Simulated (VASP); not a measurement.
**Ba2Sr2O4 (ordered alloy cell): computed properties**

These are PBEsol GGA, VASP's PBE PAW potentials (set 64) (plane waves; VASP) values and carry that method's errors.

```yaml
space_group: P4/mmm (123)
cell: a = 3.7895 Å, b = 3.7895 Å, c = 5.3564 Å, α = 90.00°, β = 90.00°, γ = 90.00°
volume_per_atom: 19.23 Å^3/atom
band gap (on the k-mesh): 2.03 eV
smallest direct gap (on the k-mesh): 2.03 eV
band_edge_character: direct, Γ to Γ
density: 5.55 g/cm³
```

```xyz
8
Lattice="5.3591 0.0000 0.0000 0.0000 5.3591 0.0000 0.0000 0.0000 5.3564" Properties=species:S:1:pos:R:3 pbc="T T T"
Sr     0.0000     0.0000     0.0000
Sr     2.6796     2.6796     0.0000
O      2.6796     2.6796     2.6782
O      0.0000     0.0000     2.6782
O      0.0000     2.6796     0.0000
O      2.6796     0.0000     0.0000
Ba     2.6796     0.0000     2.6782
Ba     0.0000     2.6796     2.6782
```

Unless said otherwise, spin-orbit coupling is left out, though it shifts the bands of the heavy elements here.

The structure was generated: Ba2Sr2O4 was put into an ordered model structure (P4/mmm), which need not be its known phase. It was relaxed first. Symmetry was kept, so distortions that lower it aren't found.
